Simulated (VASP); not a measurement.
An input for Ansatz (written as the equivalent of a VASP run, and not itself run):

Ansatz 0.2 input:
```yaml
crystal:
  lattice:
    - [1.5926912, -2.7724156, 0.0000000]
    - [1.5926912, 2.7724156, 0.0000000]
    - [0.0000000, 0.0000000, 5.0994594]
  atoms:
    - { symbol: Mg, position: [0.3333330, 0.6666670, 0.2500000] }
    - { symbol: Mg, position: [0.6666670, 0.3333330, 0.7500000] }
kpoints:
  mp_grid: { grid: [12, 12, 8] }
hamiltonian:
  xc: r2scan
  pseudopotentials: { kind: paw }
scf:
  occupations: { method: methfessel_paxton, width: 0.1 }
  max_iter: 100
output: { forces: true, stress: true, eigenvalues: true }
```

**Question.** Translate this input to VASP (INCAR, KPOINTS, POSCAR, choice of POTCAR).

**Answer.** One answer among several that fit: 
File KPOINTS:
```
K-points
0
gamma
12 12 8
0 0 0
```

**INCAR**
```
METAGGA = R2SCAN
SYSTEM = Mg
LASPH = T   ! aspherical one-centre terms
LREAL = F
ISMEAR = 1   ! Methfessel-Paxton
LWAVE = F
ENCUT = 480   ! plane-wave cut-off (eV)
ALGO = Normal
EDIFF = 1E-7   ! SCF stop (eV)
LCHARG = F
LMIXTAU = T
ISIF = 2
PREC = Accurate
SIGMA = 0.1
NELM = 100   ! most electronic steps
```

File POSCAR:
```
Mg
1
    1.5926911797    -2.7724155998     0.0000000000
    1.5926911797     2.7724155998     0.0000000000
    0.0000000000     0.0000000000     5.0994594159
Mg
2
Direct
  0.3333330000   0.6666670000   0.2500000000
  0.6666670000   0.3333330000   0.7500000000
```

POTCAR, in this order: Mg (PBE.64 set). Program: vasp_std.

The two are equivalent in intent, not identical: each code has its own PAW files, so the cut-off isn't converted (ENCUT is set for VASP's; basis.ecutwfc is left out, and Ansatz then takes the one that its files recommend); Ansatz stops its SCF on the density residual and VASP on the energy change (EDIFF).

The compound is Mg in the hcp structure. This cell was strained or had an atom moved on purpose.
